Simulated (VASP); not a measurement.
VASP input:

### KPOINTS
```
Automatic mesh
0
Gamma
10 10 8
0 0 0
```

POSCAR:
```
ZrB2
1
    1.5773694155    -2.7320844332    -0.0000000000
    1.5773694155     2.7320844332     0.0000000000
   -0.0000000000    -0.0000000000     3.5119726415
Zr B
1 2
Direct
  0.0000000000   0.0000000000   0.0000000000
  0.3333330000   0.6666670000   0.5000000000
  0.6666670000   0.3333330000   0.5000000000
```

INCAR:
```
AGGAC=0.0
ALGO=Normal
EDIFF=1E-6
EDIFFG=-0.02
ENCUT=520
GGA=MK
IBRION=2
ISIF=3
ISMEAR=1
LASPH=T
LCHARG=F
LMAXMIX=4
LREAL=F
LUSE_VDW=T
LWAVE=F
NELM=100
NSW=60
PARAM1=0.1234
PARAM2=1.0
PREC=Accurate
SIGMA=0.1
SYSTEM=ZrB2
```

POTCAR, in this order: Zr_sv B (PBE.64 set). Program: vasp_std.

### Question
Write an equivalent input for Quantum ESPRESSO's pw.x.

### Answer
One equivalent input (not run):
```
&CONTROL
  calculation = 'vc-relax'
  pseudo_dir = './pseudo'
  outdir = './out'
  tprnfor = .true.
  tstress = .true.
  nstep = 60
  forc_conv_thr = 0.00078
/
&SYSTEM
  ibrav = 0
  nat = 3
  ntyp = 2
  ecutwfc = 76
  occupations = 'smearing'
  smearing = 'methfessel-paxton'
  degauss = 0.00735
  input_dft = 'vdw-df-ob86'
/
&ELECTRONS
  conv_thr = 7.3e-08
  electron_maxstep = 100
/
&IONS
/
&CELL
/
ATOMIC_SPECIES
  Zr 91.224 Zr.upf
  B 10.810 B.upf
CELL_PARAMETERS angstrom
     1.5773694   -2.7320844   -0.0000000
     1.5773694    2.7320844    0.0000000
    -0.0000000   -0.0000000    3.5119726
ATOMIC_POSITIONS crystal
  Zr   0.0000000  0.0000000  0.0000000
  B    0.3333330  0.6666670  0.5000000
  B    0.6666670  0.3333330  0.5000000
K_POINTS automatic
  10 10 8 0 0 0
```
What does not carry over: the potentials are each code's own (VASP's PAW set, PseudoDojo norm-conserving files in pw.x), so ENCUT and ecutwfc are chosen apart and not converted; conv_thr bounds pw.x's estimated SCF error, while EDIFF bounds the energy change between steps; forc_conv_thr acts on force components and is met together with etot_conv_thr.

The compound is ZrB2 in the AlB2 type structure. This run relaxes it. Symmetry was kept, so distortions that lower it aren't found.
